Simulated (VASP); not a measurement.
Rb3NbS3:

```
CELL_PARAMETERS angstrom
7.24784 0.00000 0.00000
-3.62392 6.27681 0.00000
0.00000 0.00000 4.81059
ATOMIC_POSITIONS crystal
Rb 0.50000 0.00000 0.92435
Rb 0.00000 0.50000 0.92435
Rb 0.50000 0.50000 0.92435
Nb 0.00000 0.00000 0.44564
S 0.50000 0.00000 0.41328
S 0.00000 0.50000 0.41328
S 0.50000 0.50000 0.41328
```

The cell was built by a generator and needn't be a form met in nature.

The cell isn't the ideal one: random cell by space group and Wyckoff sites (P6mm, No. 183).

* Program: VASP 6.6.1
* Task: relaxation of cell and atoms
* Functional: PBE
* Potentials or basis: VASP PAW PBE potentials, release 64 (Rb_sv, Nb_sv, S)
* Cutoff: 600 eV
* k mesh: 2 × 2 × 3
* Occupations: gaussian, width 0.15 eV
* Spin: no spin polarisation

At the start: pressure 10.5 GPa; volume 31.26 Å³/atom.

Problem. Where does the relaxation end?

Solution. Over 15 steps the energy falls by 1034.3 meV/atom and the volume is 28.12 Å³/atom (-10.1 %); space group P6/mmm (No. 191, to 0.05 Å).

The path:
| step | energy change (eV) | largest force (eV/Å) | pressure (GPa) | volume (Å³) |
| --- | --- | --- | --- | --- |
| 1 | 0.0000 | 1.5700 | 10.51 | 218.85 |
| 2 | -5.4492 | 0.3322 | -3.52 | 282.38 |
| 3 | -5.4975 | 0.4267 | -2.64 | 273.26 |
| 4 | -5.5031 | 0.4038 | -2.91 | 275.69 |
| 5 | -6.2397 | 0.2399 | -3.43 | 252.49 |
| 6 | -6.6856 | 0.5058 | 1.90 | 186.64 |
| 7 | -6.9552 | 0.2863 | -3.00 | 220.66 |
| 8 | -7.0409 | 0.3398 | -2.02 | 208.02 |
| 9 | -7.1836 | 0.2953 | 1.42 | 187.71 |
| 10 | -7.1977 | 0.3087 | 0.50 | 192.00 |
| 11 | -7.2324 | 0.2112 | 0.26 | 194.57 |
| 12 | -7.2337 | 0.1902 | 0.23 | 195.17 |
| 13 | -7.2378 | 0.1298 | -0.12 | 197.02 |
| 14 | -7.2379 | 0.1181 | -0.20 | 197.40 |
| 15 | -7.2402 | 0.0630 | -0.11 | 196.82 |

Final structure:
```
Rb Nb S
1.0
     6.07980    0.00000    0.00000
    -3.03990    5.26526    0.00000
     0.00000    0.00000    6.14833
Rb Nb S
3 1 3
Cartesian
  3.0399 0.0000 5.6675
  -1.5200 2.6326 5.6675
  1.5200 2.6326 5.6675
  6.0798 0.0000 2.6152
  3.0399 0.0000 2.5982
  -1.5200 2.6326 2.5982
  1.5200 2.6326 2.5982
```

Caveat: the k mesh is coarse (spacing up to 0.50 Å⁻¹), so the values aren't converged; the relaxation stopped at a loose force limit of 0.08 eV/Å, so its end isn't a converged minimum.
